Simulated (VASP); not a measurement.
These are PBE GGA, VASP's PBE PAW potentials (set 64) (plane waves; VASP) values and carry that method's errors.

The input files of a VASP run:

**INCAR**
```
ALGO=Normal
AMIX=0.2
BMIX=1.0
EDIFF=1E-6
ENCUT=520
GGA=PE
IMIX=1
ISIF=2
ISMEAR=0
LASPH=.TRUE.
LCHARG=.FALSE.
LMAXMIX=4
LREAL=.FALSE.
LWAVE=.FALSE.
NELM=100
PREC=Accurate
SIGMA=0.05
SYSTEM=BaF2
```

### POSCAR
```
BaF2
1
    0.0000000000     3.1000000000     3.1000000000
    3.1000000000     0.0000000000     3.1000000000
    3.1000000000     3.1000000000     0.0000000000
Ba F
1 2
Direct
  0.0000000000   0.0000000000   0.0000000000
  0.2500000000   0.2500000000   0.2500000000
  0.7500000000   0.7500000000   0.7500000000
```

KPOINTS:
```
Automatic mesh
0
Gamma
7 7 7
0 0 0
```

POTCAR, in this order: Ba_sv F (PBE.64 set). Program: vasp_std.

Predict the energy per atom (σ→0), pressure.

```
Property                        Value
---------------------  --------------
energy per atom (σ→0)  -5.703 eV/atom
pressure                     2.36 GPa
```

File OSZICAR:
```
...
DAV:  38    -0.171086421862E+02   -0.57250E-05   -0.48860E-07   528   0.569E-03    0.773E-03
DAV:  39    -0.171086463313E+02   -0.41451E-05   -0.37196E-07   512   0.497E-03    0.648E-03
DAV:  40    -0.171086493348E+02   -0.30035E-05   -0.27183E-07   496   0.424E-03    0.544E-03
DAV:  41    -0.171086515115E+02   -0.21767E-05   -0.19897E-07   512   0.366E-03    0.457E-03
DAV:  42    -0.171086530895E+02   -0.15780E-05   -0.14491E-07   496   0.313E-03    0.384E-03
DAV:  43    -0.171086542334E+02   -0.11439E-05   -0.10768E-07   512   0.271E-03    0.324E-03
DAV:  44    -0.171086550632E+02   -0.82979E-06   -0.78849E-08   496   0.231E-03
   1 F= -.17108655E+02 E0= -.17108655E+02  d E =-.209062E-21
```

The compound is BaF2 in the fluorite structure. The cell was not relaxed at this level. The run is one of a series of settings (AMIX = 0.2, BMIX = 1.0, IMIX = 1 against the base run), some of them coarse on purpose.
